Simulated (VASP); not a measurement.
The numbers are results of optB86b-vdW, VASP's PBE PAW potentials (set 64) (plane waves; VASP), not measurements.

VASP input:

### POSCAR
```
NiAl
1
    2.8787989907     0.0000000000    -0.0000000000
   -0.0000000000     2.8787989907    -0.0000000000
    0.0000000000     0.0000000000     2.8787989907
Al Ni
1 1
Direct
  0.5000000000   0.5000000000   0.5000000000
  0.0000000000   0.0000000000   0.0000000000
```

INCAR:
```
! general
SYSTEM  =NiAl
PREC    =Accurate
ENCUT   =520
LREAL   =.FALSE.   ! projection in real space or not
LASPH   =.TRUE.   ! aspherical one-centre terms

! electronic loop
EDIFF   =1E-7
NELM    =100   ! most electronic steps
ALGO    =Normal   ! blocked Davidson
LMAXMIX =4   ! l cut-off of mixed one-centre charges

! smearing
ISMEAR  =-5   ! tetrahedra, Bloechl

! functional
GGA     =MK
LUSE_VDW=.TRUE.
AGGAC   =0.0
PARAM1  =0.1234
PARAM2  =1.0

! ions
ISIF    =2

! output
LWAVE   =.FALSE.
LCHARG  =.TRUE.
LORBIT  =11
NEDOS   =601
```

**KPOINTS**
```
Automatic
0
G
 14 14 14
```

POTCAR, in this order: Al Ni (PBE.64 set). Program: vasp_std.

Problem. Predict the energy per atom (σ→0), band gap (on the k-mesh).

Solution. 
| Property | Result |
|---|---|
| energy per atom (σ→0) | -3.366 eV/atom |
| band gap (on the k-mesh) | none (metal, semimetal or under 0.01 eV) |

**OSZICAR**
```
...
DAV:   8    -0.674436557326E+01    0.43943E-02   -0.35054E-01  2916   0.732E+00    0.101E+00
DAV:   9    -0.673148556592E+01    0.12880E-01   -0.53969E-02  2798   0.391E+00    0.170E-01
DAV:  10    -0.673118378776E+01    0.30178E-03   -0.16894E-03  2736   0.657E-01    0.652E-02
DAV:  11    -0.673117984152E+01    0.39462E-05   -0.46165E-05  2826   0.655E-02    0.219E-02
DAV:  12    -0.673117796287E+01    0.18786E-05   -0.26874E-06  2960   0.296E-02    0.325E-03
DAV:  13    -0.673117759830E+01    0.36457E-06   -0.65589E-08  1526   0.317E-03    0.182E-03
DAV:  14    -0.673117759042E+01    0.78780E-08   -0.79001E-08  1306   0.383E-03
   1 F= -.67311776E+01 E0= -.67311776E+01  d E =0.000000E+00
```

The compound is NiAl in the CsCl type structure. It was relaxed first. The run is not spin-polarised, so no magnetic state was tried. The electron count is odd and the run is not spin-polarised, which forces a metal.
